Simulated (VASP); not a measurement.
```yaml
crystal:
  lattice:
    - [0.00000, 2.87992, 2.87992]
    - [2.87992, 0.00000, 2.87992]
    - [2.87992, 2.87992, 0.00000]
  atoms:
    - { symbol: Li, position: [0.25000, 0.25000, 0.25000] }
    - { symbol: Li, position: [0.75000, 0.75000, 0.75000] }
    - { symbol: S, position: [0.00000, 0.00000, 0.00000] }
```

These are revPBE GGA, VASP's PBE PAW potentials (set 64) (plane waves; VASP) values and carry that method's errors. Settings: 520 eV cut-off, Gaussian smearing of 0.050 eV, potentials Li_sv S.

Question: What does the run give for the band gap (along the path) with the smallest direct gap where there is one?

Answer: 
```json
{
 "band gap (along the path)": "3.53 eV",
 "smallest direct gap (along the path)": "4.25 eV"
}
```

Only differences to runs with the same potentials and settings are physical.

The compound is Li2S in the antifluorite structure. It was relaxed first.
